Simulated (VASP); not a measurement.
An input for Quantum ESPRESSO's pw.x (written as the equivalent of a VASP run, and not itself run):

```
&CONTROL
  calculation = 'vc-relax'
  pseudo_dir = './pseudo'
  outdir = './out'
  tprnfor = .true.
  tstress = .true.
  nstep = 40
  forc_conv_thr = 0.00078
/
&SYSTEM
  ibrav = 0
  nat = 2
  ntyp = 2
  ecutwfc = 86
  occupations = 'smearing'
  smearing = 'gaussian'
  degauss = 0.003675
  input_dft = 'pbesol'
/
&ELECTRONS
  conv_thr = 7.3e-08
  electron_maxstep = 100
/
&IONS
/
&CELL
  press = 450
/
ATOMIC_SPECIES
  Mg 24.305 Mg.upf
  Se 78.971 Se.upf
CELL_PARAMETERS angstrom
    -0.0000000    2.5918263    2.5918263
     2.5918263    0.0000000    2.5918263
     2.5918263    2.5918263    0.0000000
ATOMIC_POSITIONS crystal
  Mg   1.0000000  1.0000000  1.0000000
  Se   0.2500000  0.2500000  0.2500000
K_POINTS automatic
  9 9 9 0 0 0
```

Q: Translate this input to VASP (INCAR, KPOINTS, POSCAR, choice of POTCAR).

A: Several could match; the one computed here: 
INCAR:
```
ALGO = Normal
EDIFF = 1E-6
EDIFFG = -0.02
ENCUT = 500
GGA = PS
IBRION = 2
ISIF = 3
ISMEAR = 0
LASPH = .TRUE.
LCHARG = .FALSE.
LMAXMIX = 4
LREAL = .FALSE.
LWAVE = .FALSE.
NELM = 100
NSW = 40
PREC = Accurate
PSTRESS = 450
SIGMA = 0.05
SYSTEM = MgSe
```

POSCAR:
```
MgSe
1
   -0.0000000000     2.5918263469     2.5918263469
    2.5918263469     0.0000000000     2.5918263469
    2.5918263469     2.5918263469     0.0000000000
Mg Se
1 1
Direct
  1.0000000000   1.0000000000   1.0000000000
  0.2500000000   0.2500000000   0.2500000000
```

### KPOINTS
```
Automatic
0
G
  9 9 9
```

POTCAR, in this order: Mg Se (PBE.64 set). Program: vasp_std.

Limits of the translation: the potentials are each code's own (VASP's PAW set, PseudoDojo norm-conserving files in pw.x), so ENCUT and ecutwfc are chosen apart and not converted; conv_thr bounds pw.x's estimated SCF error, while EDIFF bounds the energy change between steps; forc_conv_thr acts on force components and is met together with etot_conv_thr.

The structure was generated: MgSe was put into the zinc blende type (F-43m), which need not be its known phase. It was relaxed first under an external pressure of 45 GPa.
